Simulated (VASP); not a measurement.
All values below come from PBE GGA with D3 dispersion (Becke-Johnson damping), VASP's PBE PAW potentials (set 64) (plane waves; VASP 6.6.1).

VASP ran on this input.

**KPOINTS**
```
Automatic mesh
0
Gamma
9 9 9
0 0 0
```

**INCAR**
```
GGA=PE   # PBE
PREC=Accurate
LMAXMIX=4
LREAL=F   # projection in real space or not
ENCUT=520
LASPH=T   # aspherical one-centre terms
ISMEAR=0
ISIF=2   # forces and stress, cell fixed
SIGMA=0.05   # width (eV)
IVDW=12
EDIFF=1E-7
LCHARG=F
SYSTEM=ZnS
NELM=100
LWAVE=F
ALGO=Normal
```

**POSCAR**
```
ZnS
1
    0.0000000000     2.7425178789     2.7425178789
    2.7425178789     0.0000000000     2.7425178789
    2.7425178789     2.7425178789     0.0000000000
Zn S
1 1
Direct
  0.0000000000   0.0000000000   0.0000000000
  0.2500000000   0.2500000000   0.2500000000
```

POTCAR, in this order: Zn S (PBE.64 set). Program: vasp_std.

Output

File OSZICAR:
```
       N       E                     dE             d eps       ncg     rms          rms(c)
DAV:   1     0.890901879281E+02    0.89090E+02   -0.94244E+03   910   0.164E+03
DAV:   2    -0.103251321483E+01   -0.90123E+02   -0.85782E+02   995   0.282E+02
DAV:   3    -0.719385843744E+01   -0.61613E+01   -0.61309E+01  1080   0.746E+01
DAV:   4    -0.727557664411E+01   -0.81718E-01   -0.81665E-01  1065   0.905E+00
DAV:   5    -0.727684536295E+01   -0.12687E-02   -0.12687E-02  1085   0.111E+00    0.653E+00
DAV:   6    -0.686362984120E+01    0.41322E+00   -0.95408E-01  1343   0.360E+01    0.507E+00
DAV:   7    -0.684905913732E+01    0.14571E-01   -0.32589E-01   935   0.550E+00    0.259E+00
DAV:   8    -0.684856569319E+01    0.49344E-03   -0.56046E-03  1055   0.684E-01    0.746E-01
DAV:   9    -0.684888733607E+01   -0.32164E-03   -0.10227E-03  1038   0.326E-01    0.129E-01
DAV:  10    -0.684902919993E+01   -0.14186E-03   -0.16907E-04  1050   0.129E-01    0.568E-02
DAV:  11    -0.684905747891E+01   -0.28279E-04   -0.41157E-05   998   0.799E-02    0.937E-03
DAV:  12    -0.684905877680E+01   -0.12979E-05   -0.28131E-06  1060   0.192E-02    0.492E-03
DAV:  13    -0.684905865095E+01    0.12586E-06   -0.31467E-07  1013   0.133E-02    0.521E-04
DAV:  14    -0.684905865132E+01   -0.37517E-09   -0.72907E-08   703   0.244E-03
   1 F= -.74356330E+01 E0= -.74356330E+01  d E =-.109766E-10
```

**OUTCAR**
```
------------------------ aborting loop because EDIFF is reached ----------------------------------------
 Edisp (eV)   -0.58657
  FORCE on cell =-STRESS in cart. coord.  units (eV):
  Direction    XX          YY          ZZ          XY          YZ          ZX
  --------------------------------------------------------------------------------------
  Total      -1.00692    -1.00692    -1.00692     0.00000     0.00000     0.00000
  in kB     -39.10452   -39.10452   -39.10452     0.00000     0.00000     0.00000
  external pressure =      -39.10 kB  Pullay stress =        0.00 kB
  volume of cell :       41.26
      direct lattice vectors                 reciprocal lattice vectors
     0.000000000  2.742517879  2.742517879    -0.182314217  0.182314217  0.182314217
     2.742517879  0.000000000  2.742517879     0.182314217 -0.182314217  0.182314217
     2.742517879  2.742517879  0.000000000     0.182314217  0.182314217 -0.182314217
  FREE ENERGIE OF THE ION-ELECTRON SYSTEM (eV)
  ---------------------------------------------------
  free  energy   TOTEN  =        -7.4356329999 eV

  energy  without entropy=       -7.4356329999  energy(sigma->0) =       -7.43563300
```
(Selected blocks of OUTCAR.)

File OUTCAR:
```
 val. band max:        1.7011153878   @ k =   0.0000   0.0000   0.0000

 cond. band min:       3.6222865180   @ k =   0.0000   0.0000   0.0000


 Fermi energy:         1.9022004944

 k-point     1 :       0.0000    0.0000    0.0000
  band No.  band energies     occupation
      1     -11.1382      2.00000
      2      -4.4709      2.00000
      3      -4.4709      2.00000
      4      -4.4709      2.00000
      5      -4.0242      2.00000
      6      -4.0242      2.00000
      7       1.7011      2.00000
      8       1.7011      2.00000
      9       1.7011      2.00000
     10       3.6223      0.00000
     11       8.1235      0.00000
     12       8.1235      0.00000
     13       8.1235      0.00000

 k-point     2 :       0.1111    0.0000    0.0000
  band No.  band energies     occupation
      1     -11.0525      2.00000
      2      -4.4677      2.00000
      3      -4.4556      2.00000
      4      -4.4556      2.00000
      5      -4.0254      2.00000
      6      -4.0254      2.00000
      7       0.7890      2.00000
      8       1.5920      2.00000
      9       1.5920      2.00000
     10       4.3340      0.00000
     11       8.0074      0.00000
     12       8.3183      0.00000
     13       8.3183      0.00000

 k-point     3 :       0.2222    0.0000    0.0000
  band No.  band energies     occupation
      1     -10.8220      2.00000
      2      -4.4326      2.00000
      3      -4.4197      2.00000
      4      -4.4197      2.00000
      5      -4.0243      2.00000
      6      -4.0243      2.00000
      7      -0.6698      2.00000
      8       1.3376      2.00000
      9       1.3376      2.00000
     10       4.9881      0.00000
     11       8.3192      0.00000
     12       8.6659      0.00000
     13       8.6659      0.00000

 k-point     4 :       0.3333    0.0000    0.0000
  band No.  band energies     occupation
      1     -10.5315      2.00000
      2      -4.3855      2.00000
      3      -4.3855      2.00000
...
```

The compound is ZnS in the zinc blende structure. This cell is one point of a volume scan, at 1.06 of the reference volume.
